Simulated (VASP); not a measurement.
Data:

```xyz
2
Lattice="0.0000 3.5444 3.5444 3.5444 0.0000 3.5444 3.5444 3.5444 0.0000" Properties=species:S:1:pos:R:3 pbc="T T T"
Ba     0.0000     0.0000     0.0000
Te     3.5444     3.5444     3.5444
```

The numbers are results of PBE GGA, VASP's PBE PAW potentials (set 64) (plane waves; VASP), not measurements. Run with 480 eV cut-off, 6×6×6 Γ-centred mesh, Gaussian smearing of 0.050 eV, potentials Ba_sv Te.

Unless said otherwise, spin-orbit coupling is left out, though it shifts the bands of the heavy elements here.

Task: Predict the energy per atom (σ→0), band gap (on the k-mesh) with the smallest direct gap where there is one.

Result: 
```
Item                                         Result
-----------------------------------  --------------
band gap (on the k-mesh)                    1.60 eV
smallest direct gap (on the k-mesh)         1.98 eV
energy per atom (σ→0)                -4.314 eV/atom
```

Only differences to runs with the same potentials and settings are physical.

The compound is BaTe in the rock salt structure. It was relaxed first. The start is the result of an earlier pass.
